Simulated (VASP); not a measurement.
Write the native input for VASP 6.6.1 that does the following.

```yaml
Task: single point
Functional: PBE
Potentials_or_basis: VASP PAW PBE potentials, release 64 (O, Ba_sv, C, Co)
Cutoff: 520 eV
k_mesh: 4 × 4 × 4, shifted
Occupations: fermi-dirac, width 0.1 eV
Spin: collinear spin, typed start
Starting_moments: "[0.0, 0.0, 0.0, 0.0, 0.0, 0.0, 0.0, 0.0, 0.0, 3.0] μB"
Hubbard_terms: Co d U = 3.06 eV
Dipole_correction: no
Further_INCAR_settings: ALGO = Normal; EDIFF = 1e-07; NBANDS = 50
```

The structure of Ba2CoCO6 lies in POSCAR:

```
Ba2CoCO6
1.0
    0.0177470000      3.8125430000      3.7982920000
    3.8725760000     -0.0187160000      3.8347550000
    4.0336130000      4.0100420000     -0.1797530000
O Ba C Co
6 2 1 1
Direct
    0.7958780000      0.2652580000      0.2819030000
    0.2831190000      0.7595210000      0.2399730000
    0.2411130000      0.7486080000      0.7461590000
    0.6975700000      0.2764090000      0.7350320000
    0.2478850000      0.2756220000      0.6997630000
    0.7306260000      0.7831060000      0.2502130000
    0.2514960000      0.2090150000      0.2876090000
    0.7435800000      0.7419820000      0.7288290000
    0.4677770000      0.5043100000      0.4982810000
    0.0165340000      0.9677290000      0.0022830000
```

The cell was built by a generator and needn't be a form met in nature.

The input as run:

INCAR

```
SYSTEM = Ba2CoCO6
PREC     = Accurate       ! precision mode
ENCUT    = 520            ! plane-wave cutoff, eV
EDIFF    = 1E-7           ! SCF threshold, eV
ISMEAR   = -1             ! smearing method
SIGMA    = 0.1            ! smearing width, eV
LREAL    = .FALSE.        ! projectors in reciprocal space
LASPH    = .TRUE.         ! aspherical terms in the spheres
NELM     = 150            ! most SCF steps
ALGO     = Normal         ! electronic algorithm
ISIF     = 2              ! what is computed and relaxed
LWAVE    = .FALSE.        ! write WAVECAR
LCHARG   = .FALSE.        ! write CHGCAR
ISPIN    = 2              ! spin polarisation
MAGMOM   = 0 0 0 0 0 0 0 0 0 3 ! initial moments
LORBIT   = 11             ! projections on sites
LMAXMIX  = 4              ! l up to which the mixer works
LDAU     = .TRUE.         ! DFT+U
LDAUTYPE = 2            
LDAUL    = -1 -1 -1 2     ! shell
LDAUU    = 0 0 0 3.06     ! U, eV
LDAUJ    = 0 0 0 0      
LDAUPRINT= 1            
GGA      = PE             ! functional
NBANDS   = 50             ! bands
```

KPOINTS

```
Automatic mesh
0
Gamma
  4 4 4
  0 0.5 0.5
```

Potentials or basis: VASP PAW PBE potentials, release 64 (O, Ba_sv, C, Co).

Command:

```bash
$ cat potpaw_PBE.64/O/POTCAR potpaw_PBE.64/Ba_sv/POTCAR potpaw_PBE.64/C/POTCAR potpaw_PBE.64/Co/POTCAR > POTCAR
$ mpirun -np 1 vasp_std > vasp.out
```

It gave:

```json
{
 "Pressure": "4.5 GPa",
 "Largest force": "3.723 eV/Å",
 "Band gap on the k mesh": "none (metal or under the smearing width)",
 "Net moment": "4.73 μB per cell",
 "Site moments": "O +0.27, +0.16, +0.30, +0.33, +0.15, +0.41; Ba +0.03, +0.01; C +0.00; Co +2.78 μB",
 "Valence electrons inside the program's atomic spheres": "O 4.89, 4.93, 4.94, 4.87; Ba 8.16, 8.03; C 1.87; Co 7.86"
}
```

Caveat: a cell with one magnetic atom can't hold antiferromagnetic order, which such compounds often take; forces of over 1 eV/Å show positions far from the minimum, so gaps and moduli don't describe the material at rest.

Run time: 20 min on 1 thread of Intel(R) Xeon(R) Platinum 8559C (Emerald Rapids), with other jobs on the host, peak memory 0.49 GiB.
